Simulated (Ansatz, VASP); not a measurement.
# Cross-check of BSbN2 (CuAu-ordered zincblende type (invented)) between VASP and Ansatz

Wanted: the spread between two codes on one cell, functional and k mesh. The cell is generated by rule, not measured, and may not be a known phase. Of the first pair: The two relaxations start from unlike cells of this crystal (the structure described is Ansatz's start), so only their ends are compared.

Program: Ansatz 0.2.0. Level of theory: plane waves, with VASP 6.6.1 beside it; relaxation of cell and atoms at PBEsol. Results are calculated unless marked as measured.

## 1. The starting structure

The structure is tetragonal, space group P-4m2 (No. 115). Conventional cell: a = 3.029 Å, b = 3.029 Å, c = 4.284 Å, α = 90.00°, β = 90.00°, γ = 90.00°. Nearest to B lie 4 N at 1.85 Å. Sb has 4 N at 1.85 Å nearest. N has 2 B at 1.85 Å and 2 Sb at 1.85 Å nearest. Farther neighbours and most contacts between anions are not listed.

Structure file:

```cif
data_structure
_symmetry_space_group_name_H-M 'P-4m2'
_symmetry_Int_Tables_number 115
_cell_length_a 3.0292
_cell_length_b 3.0292
_cell_length_c 4.2839
_cell_angle_alpha 90.000
_cell_angle_beta 90.000
_cell_angle_gamma 90.000
_cell_volume 39.31
loop_
_atom_site_label
_atom_site_type_symbol
_atom_site_symmetry_multiplicity
_atom_site_Wyckoff_symbol
_atom_site_fract_x
_atom_site_fract_y
_atom_site_fract_z
_atom_site_occupancy
B1 B 1 a 0.00000 0.00000 0.00000 1
Sb1 Sb 1 c 0.50000 0.50000 0.50000 1
N1 N 2 g 0.00000 0.50000 0.25000 1
```

## 2. Ansatz: relaxation of cell and atoms, PBEsol, pair 1

Ansatz runs on its default PAW (the set named soft_2) files.

The relaxed volume is the usual yardstick between codes: in a stiff, nearly cubic crystal its relative difference is about their pressure difference at one cell divided by the bulk modulus.

The input, input.yaml:

```yaml
crystal:
  lattice:
    - [3.0292, 0.0, 0.0]
    - [0.0, 3.0292, 0.0]
    - [0.0, 0.0, 4.28394]
  atoms:
    - { symbol: B, position: [0.0, 0.0, 0.0] }
    - { symbol: Sb, position: [0.5, 0.5, 0.5] }
    - { symbol: "N", position: [0.0, 0.5, 0.25] }
    - { symbol: "N", position: [0.5, 0.0, 0.75] }
kpoints:
  mp_grid: { grid: [6, 6, 6] }
hamiltonian:
  xc: pbesol
scf:
  occupations: { method: gaussian, width: 0.1 }
output:
  forces: true
  stress: true
  eigenvalues: true
relax:
  adjacent_minimum: "off"
  f_tol: 0.05
  max_steps: 80
  cell: { stress_tol: 0.5 }
```

The run is started by

```bash
$ ansatz run input.yaml --threads 2 --pin off --max-ram 5120MiB --backend cpu --events-out ev --progress --plain --runs-dir out
```

Numbers of over 12 decimals in the logs are rounded to 6 here.

Output:

```text
The last accepted step is kept in <dir> (removed where the run ends without a failure and the disk answers)
Engine: ansatz 0.2.0, aarch64-unknown-linux-gnu
Pseudopotentials: kind: paw
Pseudopotential: B, paw, valence charge 3, recommended cutoff 420 eV (normal), B.paw.azcp
Pseudopotential: Sb, paw, valence charge 15, recommended cutoff 420 eV (normal), Sb.paw.azcp
Pseudopotential: N, paw, valence charge 5, recommended cutoff 420 eV (normal), N.paw.azcp
Functional definition: PBEsol
  exchange = pbesol_x
  correlation = pbesol_c
Crystal: 4 atoms, lattice volume = 39.310 Å³
Basis set: ecut = 420 eV, 775 PW (Γ), exchange–correlation on 48×48×60 points (8 copies of the dense FFT grid, shifted against one another)
Bands: 18, of which v1, the nominal top of the filled ones, is band 14 counted from 1 (13 counted from 0)
Symmetry: 8 space group operations
Space group: P-4m2 (ITA 115), of the structure as read, at distance tolerance 3.4e-5 Å
k-points: 40 of 216 (time reversal used)
Non-local potential: B, projectors of the file, l = 0: 2, l = 1: 2, l = 2: 1
Non-local potential: Sb, projectors of the file, l = 0: 2, l = 1: 2, l = 2: 2, l = 3: 2
Non-local potential: N, projectors of the file, l = 0: 2, l = 1: 2, l = 2: 1
PAW form: soft (Blöchl's): semilocal exchange-correlation on the pseudo side does not see the compensation charge
PAW frozen core: B, regenerated for the run's functional, and the local potential with it (the file was generated under x = pbe(κ = 0.804, μ = 0.219515), c = pbe(β = 0.066725))
PAW frozen core: Sb, regenerated for the run's functional, and the local potential with it (the file was generated under x = pbe(κ = 0.804, μ = 0.219515), c = pbe(β = 0.066725))
PAW frozen core: N, regenerated for the run's functional, and the local potential with it (the file was generated under x = pbe(κ = 0.804, μ = 0.219515), c = pbe(β = 0.066725))
PAW one-centre angular grid: B, 110 points (default); XC on 64 Gauss nodes
PAW one-centre angular grid: Sb, 590 points (default); XC on 64 Gauss nodes
PAW one-centre angular grid: N, 110 points (default); XC on 64 Gauss nodes
Initial density: superposition of atomic densities (neutral atoms: chi_scale 0, normalization atom), corrected by the library's trained network
Initial wavefunctions: pseudopotential atomic-orbital guess
Functional: x = pbesol(κ = 0.804, μ = 0.123457), c = pbesol(β = 0.046)
SCF iter   1: F=—  HF=-7310.393655 eV  |F-HF|=—  |Δ(HF+E_count)|=         —  Δρ=1.57e-2  dr2=1.37e-1  ethr=1.77e-3  ⟨swp⟩=5.1  Hψ=3586  notcnv=0
preconditioner: auto → Kerker (q_TF=auto, 2.578 Å⁻¹)  [metal: Δε(μ)=0.052 eV  Ē_g=12.865 eV  σ=0.100 eV  W_gap=0.28  n_scr=14 (ndim 8)  ℏωp=25.1 eV  f_vac=0.002  D(μ)=2.84/eV (n_scr^D=36)]
SCF iter   2: F=—  HF=-7310.366786 eV  |F-HF|=—  |Δ(HF+E_count)|=   2.69e-2  Δρ=9.08e-3  dr2=5.03e-2  ethr=4.89e-4  ⟨swp⟩=1.1  Hψ=1044  notcnv=0
SCF iter   3: F=—  HF=-7310.354625 eV  |F-HF|=—  |Δ(HF+E_count)|=   1.22e-2  Δρ=2.35e-3  dr2=2.58e-3  ethr=1.80e-4  ⟨swp⟩=2.6  Hψ=1297  notcnv=0
SCF iter   4: F=—  HF=-7310.354405 eV  |F-HF|=—  |Δ(HF+E_count)|=   2.20e-4  Δρ=1.01e-3  dr2=3.71e-4  ethr=9.21e-6  ⟨swp⟩=2.2  Hψ=1027  notcnv=0
SCF iter   5: F=—  HF=-7310.354422 eV  |F-HF|=—  |Δ(HF+E_count)|=   1.75e-5  Δρ=2.16e-4  dr2=1.89e-5  ethr=1.32e-6  ⟨swp⟩=2.3  Hψ=1042  notcnv=0
SCF iter   6: F=—  HF=-7310.354396 eV  |F-HF|=—  |Δ(HF+E_count)|=   2.67e-5  Δρ=6.16e-5  dr2=1.66e-6  ethr=6.76e-8  ⟨swp⟩=2.0  Hψ=1043  notcnv=0  defer=2
SCF iter   7: F=—  HF=-7310.354395 eV  |F-HF|=—  |Δ(HF+E_count)|=   1.43e-7  Δρ=1.62e-5  dr2=1.15e-7  ethr=5.93e-9  ⟨swp⟩=2.5  Hψ=1250  notcnv=0  defer=2
SCF iter   8: F=-7310.354395 eV  HF=-7310.354395 eV  |F-HF|=6.77e-9  |Δ(HF+E_count)|=   2.52e-8  Δρ=4.67e-6  dr2=1.09e-8  ethr=3.57e-10  ⟨swp⟩=4.6  Hψ=2508  notcnv=0
SCF 1 converged in 8 iterations: F = -7310.354395 eV  dr2 = 1.09e-8
  greatest PAW one-centre occupation: 0.999 electrons in one spin orbital (limit 2), on the Sb atom at site 1 (counted from 0), in its partial waves of l = 2
relax step   1: F+E_penalty+E_count = -7310.35439542 eV  Δ(F+E_penalty+E_count) = +0.000e0 eV  max|allowed force component| = 9.611e0 eV/Å  Δτ_max = 0.0000 Å  P = +58.542 GPa  Ω = 39.310 Å³  (8 SCF iters, dr2 threshold 1.00e-7 eV, accepted)
[...]
relax step   9: F+E_penalty+E_count = -7316.51002108 eV  Δ(F+E_penalty+E_count) = -8.299e-2 eV  max|allowed force component| = 1.327e-3 eV/Å  Δτ_max = 0.0000 Å  P = +2.009 GPa  Ω = 40.891 Å³  stress off target by 5.50e0 GPa  SCF on the basis re-selected at this cell (its energy is not comparable with the rows above)  (6 SCF iters)
[...]
relax step  10: F+E_penalty+E_count = -7316.51821932 eV  Δ(F+E_penalty+E_count) = -8.198e-3 eV  max|allowed force component| = 1.642e-2 eV/Å  Δτ_max = 0.0023 Å  P = +0.235 GPa  Ω = 41.237 Å³  energy of the carried Pulay correction = -1.269e-3 eV  (5 SCF iters, dr2 threshold 4.00e-7 eV, accepted)
[...]
relax step  11: F+E_penalty+E_count = -7316.51818571 eV  Δ(F+E_penalty+E_count) = +3.361e-5 eV  max|allowed force component| = 3.421e-3 eV/Å  Δτ_max = 0.0005 Å  P = +0.018 GPa  Ω = 41.277 Å³  energy of the carried Pulay correction = -1.420e-3 eV  (4 SCF iters, dr2 threshold 4.00e-7 eV, accepted)
[...]
relax step  12: F+E_penalty+E_count = -7316.51968004 eV  Δ(F+E_penalty+E_count) = -1.494e-3 eV  max|allowed force component| = 3.285e-3 eV/Å  Δτ_max = 0.0000 Å  P = +0.023 GPa  Ω = 41.277 Å³  stress off target by 1.05e-1 GPa  SCF on the basis re-selected at this cell (its energy is not comparable with the rows above)  (4 SCF iters)
basis re-selected at this cell: Δ(F+E_penalty+E_count) = -1.494e-3 eV, ΔP = +0.005 GPa vs the last step (what re-selecting the basis moved, of the pressure what is left beyond the Pulay correction that the steps carried, after the strain that the cell walked since its last selection, with what the two solves' SCF thresholds leave and, on support functions, any second-order correction that the steps lacked; it is no m [...]
SCF converged after 4 iterations
Free energy (F): -7316.519680 eV
Harris-Foulkes:  -7316.519680 eV  (|F-HF|=1.91e-10)
Internal energy: -7316.510879 eV  (E = F + TS)
E sigma→0 (E₀):  -7316.515279 eV
Entropy (-TS):   -0.008801 eV (-2.200 meV/atom)
Fermi energy:    12.493685 eV
--- Per-component energies (eV) ---
  E_band       = -71.719154
  E_kinetic    = 517.067108
  E_local      = -1677.464452  (includes V_loc(G=0)·N_el)
  E_nonlocal   = 469.339763
  E_hartree    = 721.969977
  E_xc         = -288.648977
  E_vxc        = -287.065963  (∫ρ·V_xc dr)
  E_paw        = -4821.333984  (= ΣΔE_a)
  E_vpaw       = -537.536636  (= ΣTr[D̂ρ^β])
  E_aug_tail   = 0.000174  (compensation charges beyond the density's cutoff)
  E_ewald      = -2237.843254
  E_core_change = 0.402766  (= ΣΔE_core)
  E_smearing   = -0.008801  (= −TS)
  E_closure    = -0.000000  (closes the sum)
  Σ components = -7316.519680   (vs F -7316.519680, Δ=0.00e0)
--- Forces (eV/Å), atoms counted from 1 ---
  atom   1  B     -0.00000000     0.00000000     0.00000000
  atom   2  Sb    -0.00000000     0.00000000     0.00000000
  atom   3  N      0.00000000    -0.00000000    -0.00328493
  atom   4  N      0.00000000     0.00000000     0.00328493
  max |Σ_I F_I| component: 6.04e-16 eV/Å
--- Stress (GPa, compression-positive) ---
       -0.017825       0.000000       0.000000
        0.000000      -0.017825      -0.000000
        0.000000      -0.000000       0.104626
  P = ⅓ Tr σ = 0.0230 GPa (0.230 kbar)
--- Band table (eV; the first three rows and the last of 40) ---
  k-point 0: bands = [... 10 lower, 8.8628, 10.9336, 12.3719, 12.3719, 16.3360, 17.9311, 18.5394, 18.5394]
  k-point 1: bands = [... 10 lower, 8.1615, 11.5036, 12.2600, 12.2600, 16.3951, 17.3297, 18.7309, 18.7309]
  k-point 2: bands = [... 10 lower, 7.7920, 12.0441, 12.0441, 12.3702, 16.2029, 16.6346, 19.1228, 19.1228]
  k-point 39: bands = [... 10 lower, 6.6203, 6.8101, 6.8991, 12.9463, 12.9463, 14.4789, 16.6711, 19.0823]
--- Relaxed structure (10 steps of the walk, 10 accepted, 2 SCFs on fresh bases) ---
  F+E_penalty+E_count = -7316.51968004 eV   max|allowed force component| = 3.285e-3 eV/Å   (the final SCF, on the basis selected at the relaxed cell)
  cell:  # Å, volume = 41.2775 Å³
    - [2.826826, 0, -3.4153249484998596e-17]
    - [0, 2.826826, 0]
    - [-4.830003684100255e-17, 0, 5.165530]
  atoms:
    - { symbol: B, position: [0, 0, 8.098729095070465e-19] }
    - { symbol: Sb, position: [0.500000, 0.500000, 0.500000] }
    - { symbol: N, position: [3.889062360617877e-18, 0.500000, 0.150922] }
    - { symbol: N, position: [0.500000, 0, 0.849078] }
```

Reading the cycles: dr2 is the Hartree energy of the density residual (eV), the measure of convergence; HF is the Harris–Foulkes estimate of the energy, which meets the free energy F at convergence.

## 3. VASP: relaxation of cell and atoms, PBEsol, pair 1

Its own start cell and the same functional, mesh and smearing now go to VASP, with its own data sets.

Lines of VASP's logs that name or quote its potential files are left out, and so is its time.

The input, INCAR:

```
SYSTEM = BSbN2
PREC = Accurate
ENCUT = 600
EDIFF = 1E-07
NELM = 120
ISMEAR = 0
SIGMA = 0.1
LREAL = .FALSE.
ALGO = Normal
GGA = PS
NBANDS = 15
LORBIT = 11
LWAVE = .FALSE.
LCHARG = .FALSE.
ISIF = 3
IBRION = 2
NSW = 80
EDIFFG = -0.005
LASPH = .TRUE.
GGA_COMPAT = .FALSE.
NELMIN = 4
```

The input, POSCAR:

```
BSbN2
1.0
    2.8288587782      0.0000000000      0.0000000000
    0.0000000000      2.8288587782      0.0000000000
    0.0000000000      0.0000000000      5.1541444864
B Sb N
1 1 2
Direct
    0.0000000000      0.0000000000      0.0000000000
    0.5000000000      0.5000000000      0.5000000000
    0.0000000000      0.5000000000      0.1511556060
    0.5000000000      0.0000000000      0.8488443940
```

The input, KPOINTS:

```
Automatic mesh
0
Gamma
6 6 6
0 0 0
```

The projector-augmented-wave data sets are B, Sb and N (PBE family, release 64).

The run is started by

```bash
$ mpirun -np 1 vasp_std
```

Output:

```text
[banner, memory and clock lines left out]
running    1 mpi-ranks, on    1 nodes
 distrk:  each k-point on    1 cores,    1 groups
 distr:  one band on    1 cores,    1 groups

 POSCAR found type information on POSCAR B SbN
 POSCAR found :  3 types and       4 ions
|                                                                             |
|               ----> ADVICE to this user running VASP <----                  |
|                                                                             |
|     You enforced a specific xc type in the INCAR file but a different       |
|     [... a line on the potential file left out ...]
|     I HOPE YOU KNOW WHAT YOU ARE DOING!                                     |
|                                                                             |

 LDA part: xc-table for (Slater+PW92), standard interpolation
 POSCAR, INCAR and KPOINTS ok, starting setup
 FFT: planning ... GRIDC
 FFT: planning ... GRID_SOFT
 FFT: planning ... GRID
 WAVECAR not read
 entering main loop
       N       E                     dE             d eps       ncg     rms          rms(c)
DAV:   1     0.877780944945E+02    0.87778E+02   -0.92293E+03  1200   0.125E+03
DAV:   2    -0.244532567813E+02   -0.11223E+03   -0.10553E+03  1627   0.243E+02
DAV:   3    -0.309275277856E+02   -0.64743E+01   -0.64145E+01  1627   0.686E+01
DAV:   4    -0.309951911325E+02   -0.67663E-01   -0.67626E-01  1410   0.733E+00
DAV:   5    -0.309962487230E+02   -0.10576E-02   -0.10574E-02  1627   0.872E-01    0.109E+01
DAV:   6    -0.279478537864E+02    0.30484E+01   -0.13158E+01  1550   0.280E+01    0.669E+00
DAV:   7    -0.277218299233E+02    0.22602E+00   -0.17135E+00  1431   0.105E+01    0.268E+00
DAV:   8    -0.276964772998E+02    0.25353E-01   -0.15584E-01  1522   0.297E+00    0.123E+00
DAV:   9    -0.276895652917E+02    0.69120E-02   -0.13339E-02  1585   0.959E-01    0.189E-01
DAV:  10    -0.276890813123E+02    0.48398E-03   -0.34119E-03  1508   0.459E-01    0.673E-02
DAV:  11    -0.276890762075E+02    0.51048E-05   -0.28947E-04  1403   0.154E-01    0.307E-02
DAV:  12    -0.276890759075E+02    0.29993E-06   -0.49795E-05  1606   0.593E-02    0.867E-03
DAV:  13    -0.276890759069E+02    0.59993E-09   -0.89020E-06  1487   0.234E-02    0.775E-03
DAV:  14    -0.276890753388E+02    0.56814E-06   -0.20066E-06  1515   0.990E-03    0.102E-03
DAV:  15    -0.276890753350E+02    0.38347E-08   -0.15791E-07  1217   0.342E-03
   1 F= -.27689075E+02 E0= -.27684708E+02  d E =-.276891E+02
[...]
2 F= -.27689142E+02 E0= -.27684747E+02  d E =-.664977E-04
[...]
3 F= -.27689144E+02 E0= -.27684755E+02  d E =-.687651E-04
 curvature:  -0.42 expect dE=-0.977E-05 dE for cont linesearch -0.130E-08
 trial: gam= 0.13575 g(F)=  0.314E-05 g(S)=  0.199E-04 ort = 0.710E-06 (trialstep = 0.969E+00)
 search vector abs. value=  0.262E-04
 bond charge predicted
       N       E                     dE             d eps       ncg     rms          rms(c)
DAV:   1    -0.276891712187E+02   -0.27135E-04   -0.14128E-03  1312   0.308E-01    0.304E-02
DAV:   2    -0.276891546015E+02    0.16617E-04   -0.69777E-05  1438   0.695E-02    0.110E-02
DAV:   3    -0.276891518391E+02    0.27624E-05   -0.61741E-06  1508   0.219E-02    0.655E-03
DAV:   4    -0.276891512933E+02    0.54576E-06   -0.18473E-06  1445   0.961E-03    0.170E-03
DAV:   5    -0.276891513080E+02   -0.14673E-07   -0.15154E-07   993   0.320E-03
   4 F= -.27689151E+02 E0= -.27684757E+02  d E =-.720797E-05
 trial-energy change:   -0.000007  1 .order   -0.000007   -0.000022    0.000009
 step:   0.7102(harm=  0.6932)  dis= 0.00019  next Energy=   -27.689152 (dE=-0.839E-05)
 reached required accuracy - stopping structural energy minimisation
```

OUTCAR, selected parts (step 3):

```text
ion  position               nearest neighbor table
   1  0.000  0.000  0.000-   3 1.61   4 1.61   3 1.61   4 1.61
   2  0.500  0.500  0.500-   3 2.29   4 2.29   4 2.29   3 2.29
   3  0.000  0.500  0.151-   1 1.61   1 1.61   2 2.29   2 2.29
   4  0.500  0.000  0.849-   1 1.61   1 1.61   2 2.29   2 2.29

  LATTYP: Found a simple tetragonal cell.
 ALAT       =     2.8288587782
 C/A-ratio  =     1.8219872007

 Subroutine GETGRP returns: Found  8 space group operations
 (whereof  8 operations were pure point group operations)

The static configuration has the point symmetry D_2d.

 Found     40 irreducible k-points:

   k-points           NKPTS =     40   k-points in BZ     NKDIM =     40   number of bands    NBANDS=     15

   dimension x,y,z NGX =    24 NGY =   24 NGZ =   42
   dimension x,y,z NGXF=    48 NGYF=   48 NGZF=   84

   ENCUT  =  600.0 eV  44.10 Ry    6.64 a.u.   5.65  5.65 10.29*2*pi/ulx,y,z

   NELECT =      18.0000    total number of electrons

 k-points in reciprocal lattice and weights: Automatic mesh
   0.00000000  0.00000000  0.00000000       0.005
   0.16666667  0.00000000  0.00000000       0.019
   0.33333333  0.00000000  0.00000000       0.019
   0.50000000  0.00000000  0.00000000       0.009
   0.16666667  0.16666667  0.00000000       0.019
   0.33333333  0.16666667  0.00000000       0.037
   0.50000000  0.16666667  0.00000000       0.019
   0.33333333  0.33333333  0.00000000       0.019
   0.50000000  0.33333333  0.00000000       0.019
[...]
0.50000000  0.33333333  0.50000000       0.019
   0.50000000  0.50000000  0.50000000       0.005

 average (electrostatic) potential at core
       1 -24.1471       2 -83.9404       3 -59.5716       4 -59.5716

 E-fermi :   8.8647

 k-point     1 :       0.0000    0.0000    0.0000
  band No.  band energies     occupation
    ...
      5       4.0617      2.00000
      6       5.2283      2.00000
      7       7.3104      2.00000
      8       8.7317      1.94002
      9       8.7317      1.94002
     10      12.6655      0.00000
     11      14.2946      0.00000
     12      14.9071      0.00000
     13      14.9071      0.00000
     14      15.9291      0.00000
    ...

 k-point     2 :       0.1667    0.0000    0.0000
  band No.  band energies     occupation
    ...
      5       4.2830      2.00000
      6       5.5121      2.00000
      7       6.5539      2.00000
      8       8.6992      1.98074
      9       8.7124      1.96876
     10      10.8440      0.00000
     11      14.1567      0.00000
     12      15.3359      0.00000
     13      15.4796      0.00000
     14      17.5016      0.00000
    ...

 k-point     3 :       0.3333    0.0000    0.0000
  band No.  band energies     occupation
    ...
      4       0.7806      2.00000
      5       3.3459      2.00000
      6       4.5191      2.00000
      7       4.7952      2.00000
      8       8.5593      1.99998
      9       8.9323      0.33898
     10      10.0057      0.00000
     11      14.4697      0.00000
     12      15.3807      0.00000
     13      16.9953      0.00000
    ...

  Total        0.0127950      0.0127950      0.0033990      0.0000000      0.0000000      0.0000000
  in kB        0.4968193      0.4968193      0.1319790      0.0000000      0.0000000      0.0000000
  external PRESSURE =       0.3752058 kB  Pullay stress =       0.0000000 kB

  energy-cutoff  :      600.00
  volume of cell :       41.26
      direct lattice vectors                 reciprocal lattice vectors
     2.827569695  0.000000000  0.000000000     0.353660602  0.000000000  0.000000000
     0.000000000  2.827569695  0.000000000     0.000000000  0.353660602  0.000000000
     0.000000000  0.000000000  5.160915875    -0.000000000  0.000000000  0.193764057

 POSITION                                       TOTAL-FORCE (eV/Angst)
 -----------------------------------------------------------------------------------
      0.00000      0.00000      0.00000         0.000000      0.000000      0.000000
      1.41378      1.41378      2.58046         0.000000     -0.000000      0.000000
      2.82757      1.41378      0.77987        -0.000000     -0.000000      0.000779
      1.41378      0.00000      4.38105         0.000000      0.000000     -0.000779
 -----------------------------------------------------------------------------------
    total drift:                                0.000000     -0.000000      0.000000

  FREE ENERGIE OF THE ION-ELECTRON SYSTEM (eV)
  ---------------------------------------------------
  free  energy   TOTEN  =       -27.6891513080 eV

  energy  without entropy=      -27.6803631077  energy(sigma->0) =      -27.68475721

 reached required accuracy - stopping structural energy minimisation

 total charge
# of ion       s       p       d       tot
------------------------------------------
    1        0.629   1.193   0.000   1.822
    2        1.166   1.124   0.131   2.420
    3        1.255   2.444   0.000   3.700
    4        1.255   2.444   0.000   3.700
--------------------------------------------------
tot          4.306   7.206   0.131  11.642

[... 3 further parts left out ...]
```

CONTCAR:

```
BSbN2
   1.00000000000000
     2.8275696949968485    0.0000000000000000    0.0000000000000000
     0.0000000000000000    2.8275696949968485    0.0000000000000000
     0.0000000000000000    0.0000000000000000    5.1609158746726020
  B               Sb              N
     1     1     2
Direct
     0.0000000000000000    0.0000000000000000    0.0000000000000000
     0.5000000000000000    0.5000000000000000    0.5000000000000000
     1.0000000000000000    0.5000000000000000    0.1511106101087678
     0.5000000000000000    0.0000000000000000    0.8488893898912322
```

The run keeps the 8 symmetry operations of its start, so it cannot find a distortion of lower symmetry.

[end of part 1 of 2]

[Lines on the potential files, build, host, timing and source positions are cut from VASP's logs without a mark.]

[Logs are printed without paths, hosts, clocks, repeated set-up lines and the standing remarks that a program may print on its own settings, such as how far it seeks lower states.]

[Hosts, paths, dates, database ids (printed as entryN), source tags and the programs' standing remarks are cut or masked in the printed files.]
